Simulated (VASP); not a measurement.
Level of theory: LDA (Ceperley-Alder, Perdew-Zunger), VASP's LDA PAW potentials (set 64) (plane waves; VASP).

A VASP calculation is set up with these files.

### POSCAR
```
MgI2
1.0
  2.0372276561  -3.5285814045   0.0000000000
  2.0372276561   3.5285814045   0.0000000000
  0.0000000000   0.0000000000   6.6830888505
Mg I
1 2
Cartesian
  0.0000000000   0.0000000000   0.0000000000
  2.0372276561   1.1761961539   1.6550366580
  2.0372276561  -1.1761961539   5.0280521925
```

**KPOINTS**
```
Regular mesh
0
Gamma
  6 6 4
```

INCAR:
```
# general
SYSTEM   = MgI2
PREC     = Accurate
ENCUT    = 400
LREAL    = F   # projection in real space or not
LASPH    = T   # aspherical one-centre terms

# electronic loop
EDIFF    = 1E-8
NELM     = 100
ALGO     = Normal   # blocked Davidson
LMAXMIX  = 4   # l cut-off of mixed one-centre charges

# smearing
ISMEAR   = 0   # Gaussian
SIGMA    = 0.01   # width (eV)

# output
LWAVE    = F
LCHARG   = F

# other
LEPSILON = T
```

POTCAR, in this order: Mg I (LDA.64 set). Program: vasp_std.

Output

### OSZICAR
```
...
  Direction:   1
       N       E                     dE             d eps       ncg     rms          rms(c)
RMM:   1    -0.920894676471E+00   -0.92089E+00   -0.25515E+00  1131   0.398E+00
RMM:   2    -0.936622039727E+00   -0.15727E-01   -0.18677E-02  1029   0.767E-01
RMM:   3    -0.936882329010E+00   -0.26029E-03   -0.42207E-04  1014   0.132E-01
RMM:   4    -0.936889983676E+00   -0.76547E-05   -0.18881E-05  1055   0.230E-02
RMM:   5    -0.936890221952E+00   -0.23828E-06   -0.20246E-06  1074   0.602E-03
RMM:   6    -0.936890242125E+00   -0.20173E-07   -0.12699E-06  1062   0.190E-03
RMM:   7    -0.936890240568E+00    0.15566E-08   -0.11984E-06   970   0.120E-03
RMM:   8    -0.936890241068E+00   -0.49981E-09   -0.12233E-06   684   0.102E-03
RMM:   9    -0.936890241044E+00    0.24311E-10   -0.12758E-06   617   0.101E-03
RMM:  10    -0.936890241239E+00   -0.19522E-09   -0.10040E-06   570   0.101E-03
RMM:  11    -0.936890242616E+00   -0.13767E-08    0.21137E-07   540   0.101E-03
 Linear response to external field (no local field effect), progress :
  Direction:   2
       N       E                     dE             d eps       ncg     rms          rms(c)
RMM:   1    -0.136557041884E+01   -0.13656E+01   -0.42756E+00  1073   0.440E+00
RMM:   2    -0.138412296387E+01   -0.18553E-01   -0.27596E-02  1024   0.858E-01
RMM:   3    -0.138446709834E+01   -0.34413E-03   -0.61742E-04  1023   0.152E-01
RMM:   4    -0.138447775534E+01   -0.10657E-04   -0.29349E-05  1071   0.271E-02
RMM:   5    -0.138447809227E+01   -0.33694E-06   -0.39839E-06  1076   0.725E-03
RMM:   6    -0.138447812115E+01   -0.28879E-07   -0.28836E-06  1061   0.220E-03
RMM:   7    -0.138447812103E+01    0.12176E-09   -0.27983E-06   961   0.140E-03
RMM:   8    -0.138447812151E+01   -0.48366E-09   -0.24761E-06   696   0.119E-03
RMM:   9    -0.138447812173E+01   -0.21189E-09    0.96620E-08   625   0.118E-03
 Linear response to external field (no local field effect), progress :
  Direction:   3
       N       E                     dE             d eps       ncg     rms          rms(c)
RMM:   1    -0.107932981423E+01   -0.10793E+01   -0.30751E+00  1132   0.400E+00
RMM:   2    -0.109509405388E+01   -0.15764E-01   -0.22051E-02  1007   0.790E-01
RMM:   3    -0.109532662933E+01   -0.23258E-03   -0.43006E-04   995   0.134E-01
RMM:   4    -0.109533296722E+01   -0.63379E-05   -0.18952E-05  1029   0.229E-02
RMM:   5    -0.109533315357E+01   -0.18634E-06   -0.17709E-06  1047   0.616E-03
RMM:   6    -0.109533316990E+01   -0.16329E-07   -0.10411E-06  1035   0.184E-03
RMM:   7    -0.109533317070E+01   -0.80702E-09   -0.10218E-06   916   0.113E-03
RMM:   8    -0.109533317078E+01   -0.75039E-10   -0.12087E-06   654   0.951E-04
RMM:   9    -0.109533316943E+01    0.13458E-08   -0.29077E-06   593   0.941E-04
RMM:  10    -0.109533316440E+01    0.50284E-08   -0.73075E-06   544   0.941E-04
RMM:  11    -0.109533316853E+01   -0.41286E-08    0.93227E-07   488   0.941E-04
 Linear response to external field, progress :
  Direction:   1
       N       E                     dE             d eps       ncg     rms          rms(c)
RMM:   1    -0.114317129641E+01   -0.11432E+01   -0.34129E+00  2142   0.415E+00
RMM:   2    -0.116036901736E+01   -0.17198E-01   -0.22856E-02  1974   0.795E-01    0.223E+00
RMM:   3    -0.106094590263E+01    0.99423E-01   -0.12640E-01  1863   0.168E+00    0.108E+00
RMM:   4    -0.108162952754E+01   -0.20684E-01   -0.11611E-01  1927   0.159E+00    0.216E-01
RMM:   5    -0.110099455202E+01   -0.19365E-01   -0.23384E-03  2044   0.312E-01    0.450E-02
RMM:   6    -0.110146535006E+01   -0.47080E-03   -0.19722E-04  2121   0.767E-02    0.266E-02
RMM:   7    -0.110151165327E+01   -0.46303E-04   -0.96520E-06  2143   0.172E-02    0.276E-02
RMM:   8    -0.110193025030E+01   -0.41860E-03    0.13169E-05  2014   0.187E-02    0.319E-02
RMM:   9    -0.110178995738E+01    0.14029E-03    0.76691E-06  2016   0.134E-02    0.110E-02
RMM:  10    -0.110179433544E+01   -0.43781E-05    0.10774E-05  2176   0.300E-03    0.340E-03
RMM:  11    -0.110180492181E+01   -0.10586E-04   -0.19262E-06  2138   0.198E-03    0.525E-04
RMM:  12    -0.110180858992E+01   -0.36681E-05   -0.28472E-06  2235   0.121E-03    0.157E-03
RMM:  13    -0.110180816839E+01    0.42153E-06   -0.19268E-06  2254   0.934E-04    0.706E-05
RMM:  14    -0.110180819474E+01   -0.26350E-07   -0.15918E-06  1699   0.859E-04    0.831E-05
RMM:  15    -0.110180805179E+01    0.14295E-06   -0.21087E-06  1600   0.858E-04    0.422E-05
RMM:  16    -0.110180798764E+01    0.64151E-07   -0.21726E-06  1547   0.857E-04    0.284E-06
 Linear response to external field, progress :
  Direction:   2
       N       E                     dE             d eps       ncg     rms          rms(c)
RMM:   1    -0.114479489698E+01   -0.11448E+01   -0.34292E+00  2181   0.410E+00
RMM:   2    -0.116036209026E+01   -0.15567E-01   -0.23508E-02  1987   0.804E-01    0.223E+00
RMM:   3    -0.106096234592E+01    0.99400E-01   -0.12627E-01  1891   0.168E+00    0.108E+00
RMM:   4    -0.108189549479E+01   -0.20933E-01   -0.11909E-01  1929   0.159E+00    0.219E-01
RMM:   5    -0.110079854415E+01   -0.18903E-01   -0.25948E-03  2069   0.314E-01    0.511E-02
RMM:   6    -0.110141205548E+01   -0.61351E-03   -0.21070E-04  2124   0.751E-02    0.354E-02
RMM:   7    -0.110143940641E+01   -0.27351E-04   -0.20065E-05  2161   0.174E-02    0.364E-02
RMM:   8    -0.110189312071E+01   -0.45371E-03   -0.32968E-05  2027   0.236E-02    0.366E-02
RMM:   9    -0.110178941133E+01    0.10371E-03   -0.19938E-05  2000   0.180E-02    0.173E-02
RMM:  10    -0.110178937340E+01    0.37938E-07    0.87743E-08  2175   0.384E-03    0.151E-02
RMM:  11    -0.110178960862E+01   -0.23522E-06   -0.17445E-06  2188   0.149E-03    0.146E-02
RMM:  12    -0.110178799305E+01    0.16156E-05   -0.72651E-06  2205   0.106E-03    0.147E-02
 Linear response to external field, progress :
  Direction:   3
       N       E                     dE             d eps       ncg     rms          rms(c)
RMM:   1    -0.107932981423E+01   -0.10793E+01   -0.30751E+00  1132   0.400E+00
RMM:   2    -0.109509289067E+01   -0.15763E-01   -0.22040E-02  1007   0.790E-01    0.273E+00
RMM:   3    -0.939513009370E+00    0.15558E+00   -0.16960E-01   951   0.193E+00    0.130E+00
RMM:   4    -0.945015560416E+00   -0.55026E-02   -0.16772E-01   967   0.163E+00    0.467E-01
RMM:   5    -0.964221738006E+00   -0.19206E-01   -0.93986E-03  1018   0.481E-01    0.133E-01
RMM:   6    -0.962109269396E+00    0.21125E-02   -0.28127E-04  1034   0.101E-01    0.362E-02
RMM:   7    -0.962067625532E+00    0.41644E-04    0.62947E-05  1059   0.433E-02    0.818E-03
RMM:   8    -0.962259790967E+00   -0.19217E-03    0.66386E-05  1061   0.145E-02    0.424E-03
RMM:   9    -0.962095084512E+00    0.16471E-03    0.37634E-05  1071   0.530E-03    0.834E-04
RMM:  10    -0.962089344870E+00    0.57396E-05    0.26970E-05  1091   0.170E-03    0.379E-04
RMM:  11    -0.962078280961E+00    0.11064E-04    0.14284E-05  1066   0.112E-03    0.559E-05
RMM:  12    -0.962078483823E+00   -0.20286E-06    0.33530E-06   955   0.848E-04    0.408E-05
RMM:  13    -0.962078876449E+00   -0.39263E-06   -0.58512E-07   592   0.782E-04    0.144E-05
RMM:  14    -0.962078749227E+00    0.12722E-06    0.21580E-06   485   0.778E-04    0.367E-06
```

File OUTCAR:
```
------------------------ aborting loop because EDIFF is reached ----------------------------------------

 HEAD OF MICROSCOPIC STATIC DIELECTRIC TENSOR (INDEPENDENT PARTICLE, excluding Hartree and local field effects)
 ------------------------------------------------------
           5.371842     0.000000    -0.000000
           0.000000     5.371841     0.000000
          -0.000000     0.000000     5.125656
 ------------------------------------------------------

 MACROSCOPIC STATIC DIELECTRIC TENSOR (including local field effects in DFT)
 ------------------------------------------------------
           4.816151     0.000000     0.000000
           0.000000     4.816150     0.000000
           0.000000     0.000000     4.323433
 ------------------------------------------------------

 PIEZOELECTRIC TENSOR (including local field effects)  for field in x, y, z        (e  Angst)
          XX          YY          ZZ          XY          YZ          ZX
  --------------------------------------------------------------------------------
  x     0.00000     0.00000     0.00000     0.00000     0.00000     0.00000
  y     0.00000     0.00000     0.00000     0.00000     0.00000     0.00000
  z     0.00000     0.00000     0.00000     0.00000     0.00000     0.00000

 PIEZOELECTRIC TENSOR (including local field effects)  for field in x, y, z        (C/m^2)
          XX          YY          ZZ          XY          YZ          ZX
  --------------------------------------------------------------------------------
  x     0.00000     0.00000     0.00000     0.00000     0.00000     0.00000
  y     0.00000     0.00000     0.00000     0.00000     0.00000     0.00000
  z     0.00000     0.00000     0.00000     0.00000     0.00000     0.00000

 BORN EFFECTIVE CHARGES (including local field effects) (in |e|, cummulative output)
 ---------------------------------------------------------------------------------
 ion    1
    1     2.48047     0.00000     0.00000
    2     0.00000     2.48047     0.00000
    3    -0.00000     0.00000     1.64498
 ion    2
    1    -1.24024     0.00000     0.00000
    2     0.00000    -1.24024    -0.00000
    3     0.00000    -0.00000    -0.82249
 ion    3
    1    -1.24024     0.00000     0.00000
    2     0.00000    -1.24024    -0.00000
    3    -0.00000    -0.00000    -0.82249
```
(Selected blocks of OUTCAR.)

Tensors are in the Cartesian frame of the cell as typed.

The compound is MgI2 in the 1T layered structure. It was relaxed first, which changed the volume by -6 %.
